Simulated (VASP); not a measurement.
The input files of a VASP run:

KPOINTS:
```
Regular mesh
0
G
7 7 4
0 0 0
```

File POSCAR:
```
La2O3
1
    1.9035114211    -3.2969763360     0.0000000000
    1.9035114211     3.2969763360     0.0000000000
    0.0000000000     0.0000000000     5.2890454942
La O
2 3
Direct
  0.3333330000   0.6666670000   0.2287307747
  0.6666670000   0.3333330000   0.7712692253
  0.0000000000   0.0000000000   0.0000000000
  0.3333330000   0.6666670000   0.6595178722
  0.6666670000   0.3333330000   0.3404821278
```

INCAR:
```
SYSTEM  =  La2O3
PREC  =  Accurate; ENCUT  =  620; LREAL  =  F
LASPH  =  T
EDIFF  =  1E-6; NELM  =  100; ALGO  =  Normal
LMAXMIX  =  6
ISMEAR  =  0; SIGMA  =  0.05
GGA  =  PS
IBRION  =  2; NSW  =  40; ISIF  =  3
EDIFFG  =  -0.02; PSTRESS  =  450
LWAVE  =  F; LCHARG  =  F
```

POTCAR, in this order: La O (PBE.64 set). Program: vasp_std.

**Question.** Translate this PBEsol calculation to Quantum ESPRESSO's pw.x.

**Answer.** One equivalent input (not run):
```
&CONTROL
  calculation = 'vc-relax'
  pseudo_dir = './pseudo'
  outdir = './out'
  tprnfor = .true.
  tstress = .true.
  nstep = 40
  forc_conv_thr = 0.00078
/
&SYSTEM
  ibrav = 0
  nat = 5
  ntyp = 2
  ecutwfc = 110
  occupations = 'smearing'
  smearing = 'gaussian'
  degauss = 0.003675
  input_dft = 'pbesol'
/
&ELECTRONS
  conv_thr = 7.3e-08
  electron_maxstep = 100
/
&IONS
/
&CELL
  press = 450
/
ATOMIC_SPECIES
  La 138.905 La.upf
  O 15.999 O.upf
CELL_PARAMETERS angstrom
     1.9035114   -3.2969763    0.0000000
     1.9035114    3.2969763    0.0000000
     0.0000000    0.0000000    5.2890455
ATOMIC_POSITIONS crystal
  La   0.3333330  0.6666670  0.2287308
  La   0.6666670  0.3333330  0.7712692
  O    0.0000000  0.0000000  0.0000000
  O    0.3333330  0.6666670  0.6595179
  O    0.6666670  0.3333330  0.3404821
K_POINTS automatic
  7 7 4 0 0 0
```
What does not carry over: the potentials are each code's own (VASP's PAW set, PseudoDojo norm-conserving files in pw.x), so ENCUT and ecutwfc are chosen apart and not converted; conv_thr bounds pw.x's estimated SCF error, while EDIFF bounds the energy change between steps; forc_conv_thr acts on force components and is met together with etot_conv_thr.

The compound is La2O3 in the a-type structure. This run relaxes it under an external pressure of 45 GPa. Symmetry was kept, so distortions that lower it aren't found.
